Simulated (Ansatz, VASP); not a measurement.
# Cross-check of GaSb between VASP and Ansatz, part 2 of 2

One calculation is typed for both programs; each brings its own data sets. How far apart do they land? The cell is taken from a series of runs on this material, whose earlier steps may have relaxed, scaled, displaced or heated it; both programs get it as it stands.

VASP 6.6.1 and Ansatz 0.2.0.

So far: The structure; VASP: single point, PBE0, spin-orbit coupling.

### 3. Ansatz: single point, PBE0, spin-orbit coupling

Level of this step: Ansatz beside VASP: Kohn-Sham DFT, plane waves, PBE0, spin-orbit coupling (Ansatz).

Ansatz runs on its fully relativistic PAW (standard-fr) files.

The same cell, functional, mesh and smearing now go to Ansatz, which takes its cutoff from its data sets.

Contents of input.yaml:

```yaml
crystal:
  lattice:
    - [0.0, 3.059, 3.059]
    - [3.059, 0.0, 3.059]
    - [3.059, 3.059, 0.0]
  atoms:
    - { symbol: Ga, position: [0.0, 0.0, 0.0] }
    - { symbol: Sb, position: [0.25, 0.25, 0.25] }
kpoints:
  mp_grid: { grid: [4, 4, 4] }
  band_path:
    path:
      - [0.0, 0.0, 0.0]
      - [-0.5, -0.5, 0.0]
      - [-0.375, -0.375, 0.25]
      - [-0.375, 0.0, 0.375]
      - [0.0, 0.0, 0.5]
      - [-0.5, -0.25, 0.25]
    npoints: 1
hamiltonian:
  xc: pbe0
scf:
  occupations: { method: fermi_dirac, width: 0.02 }
  n_extra_bands: 8
magnetization:
  noncollinear: true
  spin_orbit: true
output:
  eigenvalues: true
  write_density: true
  write_potential: true
  elf: true
  volumetric_format: npy
```

Started as:

```sh
ansatz run input.yaml --threads 3 --pin off --max-ram 92160MiB --backend cuda --events-out ev --progress --plain --runs-dir out --devices 1 --max-vram 13GiB
```

Numbers of over 12 decimals in the logs are rounded to 6 here.

The log of the run:

```text
scf.n_extra_bands = 8 over 28 filled bands (N_el = 28.0): the run solves 36 bands
GPUs: using 1 of 1 available (devices: 1).
Engine: ansatz 0.2.0, x86_64-unknown-linux-gnu
Pseudopotentials: kind: paw_fr
Pseudopotential: Ga, paw_fr, valence charge 13, recommended cutoff 420 eV (normal), Ga.paw.azcp#standard-fr
Pseudopotential: Sb, paw_fr, valence charge 15, recommended cutoff 420 eV (normal), Sb.paw.azcp#standard-fr
Functional definition: PBE0
  parameter a = 0.25
  parameter kappa = 0.804
  parameter beta = 0.066725
  exchange = (1 - a)*pbe_x(kappa = kappa, mu = beta*pi^2/3) + a*exact_x
  correlation = pbe_c(beta = beta)
non-collinear run that drives no moment, with spin-orbit: no starting moment large enough to seed its density (crystal.atoms[].spin), no starting occupations that ask for one, no magnetisation constraint and no magnetic field, so the semilocal B_xc is pinned to zero
device memory: the entry about to start is reckoned to put 1.9 GiB on a device that reports 36.3 GiB free (of which the cap on the GPU budget leaves the run 13.0 GiB)
GPU FFT provider: cuFFT
GPU libraries: cuBLAS 13.8.2, cuFFT 12.4.0, cuSOLVER 12.3.4
Crystal: 2 atoms, lattice volume = 57.249 Å³
Basis set: ecut = 420 eV, 1139 PW (Γ)
Bands: 36, of which v1, the nominal top of the filled ones, is band 28 counted from 1 (27 counted from 0)
Symmetry: 24 space group operations + 24 with time reversal
Magnetic group: BNS 216.75 (UNI 1577), of the structure as read, at distance tolerance 3.9e-5 Å
k-points: 8 of 64 (time reversal used)
Projection manifold: j_resolved (fully-relativistic pseudo-atomic orbitals)
Non-local potential: Ga, projectors of the file, l = 0: 2, l = 1: 4, l = 2: 6, l = 3: 2
Non-local potential: Sb, projectors of the file, l = 0: 2, l = 1: 4, l = 2: 4, l = 3: 4
PAW form: soft (Blöchl's): semilocal exchange-correlation on the pseudo side does not see the compensation charge
PAW frozen core: Ga, regenerated for the run's functional, and the local potential with it (the file was generated under x = pbe(κ = 0.804, μ = 0.219515), c = pbe(β = 0.066725))
PAW frozen core: Sb, regenerated for the run's functional, and the local potential with it (the file was generated under x = pbe(κ = 0.804, μ = 0.219515), c = pbe(β = 0.066725))
PAW one-centre angular grid: Ga, 590 points (default); XC on 64 Gauss nodes
PAW one-centre angular grid: Sb, 590 points (default); XC on 96 Gauss nodes
Initial density: superposition of atomic densities (chi_scale 0.1, normalization cell, long waves kept (reshape's long-wave potential 0.00 eV rms))
Initial wavefunctions: pseudopotential atomic-orbital guess
GPU buffer pool allocated for 27000 grid points (all kernels)
GPU transforms: local potential and band sums: pruned to the plane-wave sphere, on 30×30×30
Functional: x = pbe(κ = 0.804, μ = 0.219515), c = pbe(β = 0.066725), warm-up for x = 0.75 pbe(κ = 0.804, μ = 0.219515) + 0.25 exact, c = pbe(β = 0.066725)
SCF iter   1: F=—  HF=-10270.142514 eV  |F-HF|=—  |Δ(HF+E_count)|=         —  Δρ=2.87e-2  dr2=3.90e-1  dr2_m=0.00e0 (ungated)  ethr=1.00e-1  |M|=0.00e0 ∫|m|=0.00e0 μB  |m|>n=0.0e0 m-floor=0.0e0 τ_xc=0.0e0  β_m=0.30  ⟨swp⟩=4.5  Hψ=996  notcnv=0
preconditioner: auto → Kerker (q_TF=auto, 2.422 Å⁻¹)  [metal: Δε(μ)=0.001 eV  Ē_g=14.697 eV  σ=0.020 eV  W_gap=0.02  n_scr=14 (ndim 8)  ℏωp=20.8 eV  f_vac=0.007  D(μ)=0.78/eV (n_scr^D=0)]
spin=Noncollinear: Kerker preconditioning applied to the charge; magnetization (m_x, m_y, m_z) channels mix plain (no charge-response kernel on spin).
SCF iter   2: F=—  HF=-10270.157903 eV  |F-HF|=—  |Δ(HF+E_count)|=   1.54e-2  Δρ=2.29e-2  dr2=2.73e-1  dr2_m=0.00e0 (ungated)  ethr=1.39e-3  |M|=0.00e0 ∫|m|=0.00e0 μB  |m|>n=0.0e0 m-floor=0.0e0 τ_xc=0.0e0  β_m=0.65  ⟨swp⟩=4.1  Hψ=719  notcnv=0
iter 3 solved again at ethr=7.22e-5 eV; its pass at ethr=9.76e-4 eV (dr2=2.02e-2 eV) is discarded
SCF iter   3: F=—  HF=-10270.118509 eV  |F-HF|=—  |Δ(HF+E_count)|=   3.94e-2  Δρ=4.50e-3  dr2=1.98e-2  dr2_m=0.00e0 (ungated)  ethr=7.22e-5  |M|=0.00e0 ∫|m|=0.00e0 μB  |m|>n=0.0e0 m-floor=0.0e0 τ_xc=0.0e0  β_m=0.65  ⟨swp⟩=4.8  Hψ=1285  notcnv=0
SCF iter   4: F=—  HF=-10270.119312 eV  |F-HF|=—  |Δ(HF+E_count)|=   8.03e-4  Δρ=2.88e-3  dr2=7.09e-3  dr2_m=0.00e0 (ungated)  ethr=7.09e-5  |M|=0.00e0 ∫|m|=0.00e0 μB  |m|>n=0.0e0 m-floor=0.0e0 τ_xc=0.0e0  β_m=0.82  ⟨swp⟩=2.1  Hψ=577  notcnv=0
SCF iter   5: F=—  HF=-10270.124674 eV  |F-HF|=—  |Δ(HF+E_count)|=   5.36e-3  Δρ=9.50e-4  dr2=5.65e-4  dr2_m=0.00e0 (ungated)  ethr=2.53e-5  |M|=0.00e0 ∫|m|=0.00e0 μB  |m|>n=0.0e0 m-floor=0.0e0 τ_xc=0.0e0  β_m=0.79  ⟨swp⟩=4.1  Hψ=734  notcnv=0
SCF iter   6: F=—  HF=-10270.125036 eV  |F-HF|=—  |Δ(HF+E_count)|=   3.62e-4  Δρ=4.68e-4  dr2=1.17e-4  dr2_m=0.00e0 (ungated)  ethr=2.02e-6  |M|=0.00e0 ∫|m|=0.00e0 μB  |m|>n=0.0e0 m-floor=0.0e0 τ_xc=0.0e0  β_m=0.70  ⟨swp⟩=4.1  Hψ=832  notcnv=0
[...]
SCF iter   5: F=—  HF=-10269.036391 eV  |F-HF|=—  |Δ(HF+E_count)|=   2.93e-7  Δρ=3.78e-5  dr2=5.21e-7  dr2_m=0.00e0 (ungated)  ethr=1.86e-8  |M|=0.00e0 ∫|m|=0.00e0 μB  |m|>n=0.0e0 m-floor=0.0e0 τ_xc=0.0e0  β_m=0.61  ⟨swp⟩=4.0  Hψ=953  notcnv=0
[...]
preconditioner: auto → none  [insulator: Δε(μ)=1.248 eV  Ē_g=17.719 eV  σ=0.020 eV  W_gap=1.00  n_scr=14 (ndim 8)  ℏωp=20.8 eV  f_vac=0.093  D(μ)=0.00/eV (n_scr^D=0)]
[...]
SCF iter   4: F=-10269.064170 eV  HF=-10269.064177 eV  |F-HF|=7.53e-6  |Δ(HF+E_count)|=   4.02e-4  Δρ=1.99e-4  dr2=1.51e-5  dr2_m=0.00e0 (ungated)  ethr=7.15e-9  |M|=0.00e0 ∫|m|=0.00e0 μB  |m|>n=0.0e0 m-floor=0.0e0 τ_xc=0.0e0  ⟨swp⟩=5.0  Hψ=1046  notcnv=0
SCF 3 stopped early in 4 iterations: F = -10269.064170 eV  dr2 = 1.51e-5
hybrid outer 2: dexx = +4.807e-4 eV, tail = 5.30e-5 eV, Δε = 3.14e-1 eV (about 3.00e-2 eV left of the loop's levels)
GPU FFT provider: cuFFT
GPU libraries: cuBLAS 13.8.2, cuFFT 12.4.0, cuSOLVER 12.3.4
Projection manifold: j_resolved (fully-relativistic pseudo-atomic orbitals)
GPU buffer pool allocated for 27000 grid points (all kernels)
GPU transforms: local potential and band sums: pruned to the plane-wave sphere, on 30×30×30
Exchange kernel: α = 0.2500, full range, Wigner–Seitz truncation, v(0) = 8239.0613 eV·Å³, q-mesh 4×4×4, nearest image of the exchange supercell L = 17.30 Å, pair-density grid 18×18×18, without the augmentation charges, whose exchange is taken in its separable form by FFT convolution over the k-point mesh (sized by the pseudopotential files, 24×24×24 at the most), smooth part of the exact exchange by density-matrix convolution in up to 2.27 GiB of GPU memory as planned if the GPU has room (build and FFT work areas not counted)
Frozen-core exchange: fock
SCF iter   1: F=—  HF=-10269.064044 eV  |F-HF|=—  |Δ(HF+E_count)|=         —  Δρ=5.86e-5  dr2=9.85e-6  dr2_m=0.00e0 (ungated)  ethr=6.56e-7  |M|=0.00e0 ∫|m|=0.00e0 μB  |m|>n=0.0e0 m-floor=0.0e0 τ_xc=0.0e0  β_m=0.30  ⟨swp⟩=2.4  Hψ=584  notcnv=0
preconditioner: auto → none  [insulator: Δε(μ)=1.270 eV  Ē_g=17.713 eV  σ=0.020 eV  W_gap=1.00  n_scr=14 (ndim 8)  ℏωp=20.8 eV  f_vac=0.093  D(μ)=0.00/eV (n_scr^D=0)]
SCF iter   2: F=—  HF=-10269.064045 eV  |F-HF|=—  |Δ(HF+E_count)|=   2.19e-7  Δρ=4.29e-5  dr2=9.53e-6  dr2_m=0.00e0 (ungated)  ethr=2.91e-9  |M|=0.00e0 ∫|m|=0.00e0 μB  |m|>n=0.0e0 m-floor=0.0e0 τ_xc=0.0e0  β_m=0.65  ⟨swp⟩=3.5  Hψ=676  notcnv=0
iter 3 solved again at ethr=1.76e-10 eV; its pass at ethr=1.77e-9 eV (dr2=4.92e-8 eV) is discarded
SCF iter   3: F=—  HF=-10269.064045 eV  |F-HF|=—  |Δ(HF+E_count)|=   8.38e-8  Δρ=1.57e-5  dr2=9.11e-6  dr2_m=0.00e0 (ungated)  ethr=1.76e-10  |M|=0.00e0 ∫|m|=0.00e0 μB  |m|>n=0.0e0 m-floor=0.0e0 τ_xc=0.0e0  β_m=0.58  ⟨swp⟩=4.0  Hψ=1241  notcnv=0
eigensolver tolerance schedule calibrated: the retry pair's looser diagonalisation under-reported the residual by θ = 0.16 (0.16/decade); ethr = c·dr2/N_el runs at the constant in force after the calibration composes with the one it found (an armed cap, an earlier calibration), c = 4.0e-2
SCF iter   4: F=—  HF=-10269.064186 eV  |F-HF|=—  |Δ(HF+E_count)|=   1.42e-4  Δρ=3.54e-5  dr2=7.62e-7  dr2_m=0.00e0 (ungated)  ethr=8.37e-11  |M|=0.00e0 ∫|m|=0.00e0 μB  |m|>n=0.0e0 m-floor=0.0e0 τ_xc=0.0e0  β_m=0.58  ⟨swp⟩=5.0  Hψ=1141  notcnv=0
SCF iter   5: F=—  HF=-10269.064186 eV  |F-HF|=—  |Δ(HF+E_count)|=   1.59e-7  Δρ=2.89e-5  dr2=3.38e-7  dr2_m=0.00e0 (ungated)  ethr=8.37e-11  |M|=0.00e0 ∫|m|=0.00e0 μB  |m|>n=0.0e0 m-floor=0.0e0 τ_xc=0.0e0  β_m=0.64  ⟨swp⟩=4.2  Hψ=821  notcnv=0
SCF iter   6: F=—  HF=-10269.064186 eV  |F-HF|=—  |Δ(HF+E_count)|=   5.13e-8  Δρ=9.40e-6  dr2=1.27e-7  dr2_m=0.00e0 (ungated)  ethr=8.37e-11  |M|=0.00e0 ∫|m|=0.00e0 μB  |m|>n=0.0e0 m-floor=0.0e0 τ_xc=0.0e0  β_m=0.82  ⟨swp⟩=4.0  Hψ=746  notcnv=0
SCF iter   7: F=—  HF=-10269.064186 eV  |F-HF|=—  |Δ(HF+E_count)|=   6.76e-9  Δρ=1.66e-6  dr2=1.00e-7  dr2_m=0.00e0 (ungated)  ethr=3.80e-11  |M|=0.00e0 ∫|m|=0.00e0 μB  |m|>n=0.0e0 m-floor=0.0e0 τ_xc=0.0e0  β_m=0.91  ⟨swp⟩=3.0  Hψ=592  notcnv=0
SCF iter   8: F=-10269.064187 eV  HF=-10269.064187 eV  |F-HF|=9.08e-9  |Δ(HF+E_count)|=   6.21e-7  Δρ=6.02e-6  dr2=1.70e-8  dr2_m=0.00e0 (ungated)  ethr=1.20e-12  |M|=0.00e0 ∫|m|=0.00e0 μB  |m|>n=0.0e0 m-floor=0.0e0 τ_xc=0.0e0  ⟨swp⟩=5.5  Hψ=1111  notcnv=0
SCF 4 converged in 8 iterations: F = -10269.064187 eV  dr2 = 1.70e-8
hybrid outer 3: dexx = +7.281e-7 eV, tail = 8.62e-8 eV, Δε = 1.41e-3 eV (about 1.16e-4 eV left of the loop's levels)
device memory: the entry about to start is reckoned to put 0.7 GiB on a device that reports 35.1 GiB free (of which the cap on the GPU budget leaves the run 13.0 GiB)
NSCF: frozen V_eff on 6 k-points
hybrid SCF converged: 3 outer / 18 inner (+12 warm-up), last move |dexx| = 7.28e-7 eV, tail = 8.62e-8 eV
Magnetization: |M| = 0.0000 μB,  M = (+0.0000, +0.0000, +0.0000) μB
Absolute magnetization: 0.0000 μB (∫|m|)
  site 0: m = (+0.0000, +0.0000, +0.0000) μB, |m| = 0.0000 μB  (R = 1.09 Å)
  site 1: m = (+0.0000, +0.0000, +0.0000) μB, |m| = 0.0000 μB  (R = 1.09 Å)
Free energy (F): -10269.064187 eV
Frozen-core exchange: fock
Harris-Foulkes:  -10269.064187 eV  (|F-HF|=9.08e-9)
Internal energy: -10269.064187 eV  (E = F + TS)
E sigma→0 (E₀):  -10269.064187 eV
Fermi energy:    7.938561 eV
--- Per-component energies (eV) ---
  E_band       = -333.605207
  E_kinetic    = 322.484507
  E_local      = -3918.979382  (includes V_loc(G=0)·N_el)
  E_nonlocal   = 790.141842
  E_hartree    = 1808.995560
  E_xc         = -159.298565
  E_vxc        = -118.654337  (∫ρ·V_xc dr)
  E_exx        = -100.279877  (= α·E_x^exact, valence–valence)
  E_paw        = -6518.316497  (= ΣΔE_a)
  E_vpaw       = -826.027881  (= ΣTr[D̂ρ^β])
  E_aug_tail   = -0.000099  (compensation charges beyond the density's cutoff)
  E_ewald      = -2493.919138
  E_core_change = 0.107462  (= ΣΔE_core)
  E_smearing   = -0.000000  (= −TS)
  E_closure    = 0.000000  (closes the sum)
  Σ components = -10269.064187   (vs F -10269.064187, Δ=0.00e0)
--- Band table (eV; the first three rows and the last of 8) ---
  k-point 0: bands = [... 24 lower, 7.2950, 7.2950, 7.2950, 7.2950, 8.5683, 8.5683, 11.0123, 11.0123, ... 4 higher]
  k-point 1: bands = [... 24 lower, 6.0470, 6.0470, 6.5162, 6.5167, 9.1991, 9.1991, 12.0050, 12.0050, ... 4 higher]
  k-point 2: bands = [... 24 lower, 5.5374, 5.5374, 5.9907, 5.9907, 8.7559, 8.7559, 12.1294, 12.1294, ... 4 higher]
  k-point 7: bands = [... 24 lower, 3.1442, 3.5163, 3.6460, 3.6660, 12.0348, 12.4475, 12.6953, 12.7580, ... 4 higher]
```

The column dr2 measures how far the density is from self-consistency, as an energy; F and HF (Harris–Foulkes) agree once it is small.

### 4. Side by side

Known differences besides the potentials themselves: spin-orbit coupling enters by fully relativistic files in Ansatz and inside the spheres in VASP; exact exchange at q = 0 is treated differently, which shows on coarse meshes; VASP keeps PBE cores, Ansatz makes them for the functional; the data sets hold 28 valence electrons in Ansatz (on its fully relativistic PAW (standard-fr) files) and 18 in VASP; the cutoff is 420 eV in Ansatz and 400 eV in VASP; VASP takes a coarser grid for exact exchange (PRECFOCK = Fast). Total energies have different zeros and are not compared.

Compared:

| quantity | Ansatz | VASP | difference |
| --- | --- | --- | --- |
| gap on the k mesh (eV) | 1.273 | 1.373 | -0.099 |

A gap on the mesh is an upper bound, since the band edges may lie between its points.

### 5. Summary of results

```json
{"difference in gap on the k mesh (single point, PBE0, spin-orbit coupling)": "-0.099 eV"}
```

What this shows: The difference in gap on the k mesh is -0.099 eV (single point, PBE0, spin-orbit coupling), beyond the 0.08 eV picked in this series as the mark of a large difference. The data sets hold unlike numbers of valence electrons (28 in Ansatz and 18 in VASP), so part of the differences comes from the potentials. What causes the difference of the single point, PBE0, spin-orbit coupling pair stays open here. Such differences can come from data sets, numerical settings and the points named under the comparisons, not from the functional's error against experiment.

[Lines on the potential files, build, host, timing and source positions are cut from VASP's logs without a mark.]

[Logs are printed without paths, hosts, clocks, repeated set-up lines and the standing remarks that a program may print on its own settings, such as how far it seeks lower states.]

[Hosts, paths, dates, database ids (printed as entryN), source tags and the programs' standing remarks are cut or masked in the printed files.]
